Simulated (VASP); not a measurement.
Take PtS₂ (1T layered), without spin-orbit terms, in VASP with PAW potentials, and its band gap. Without a dispersion term in the relaxation, distances and binding between the weakly bound layers, chains or molecules are unreliable, and so is what depends on them.

**Question.** One run gives 0.02 eV. Which level is it?
A) PBEsol (own cell)
B) vdW-DF2 (own cell)
C) PBE (own cell)
D) vdW-DF-cx (own cell)

**Answer.** D, vdW-DF-cx (own cell).  The others give 0.81 (vdW-DF2 (own cell)), 0.31 (PBEsol (own cell)), 1.35 (PBE (own cell) [volume +22 % from the start]).

Only levels that ran to the end are used. Left out are those held back, those with too coarse a band path, GW runs whose mesh misses a band edge, hybrids' fits of cells that aren't cubic and levels without matching references; a question may draw on a part of the rest.

The compound is PtS2 in the 1T layered structure.
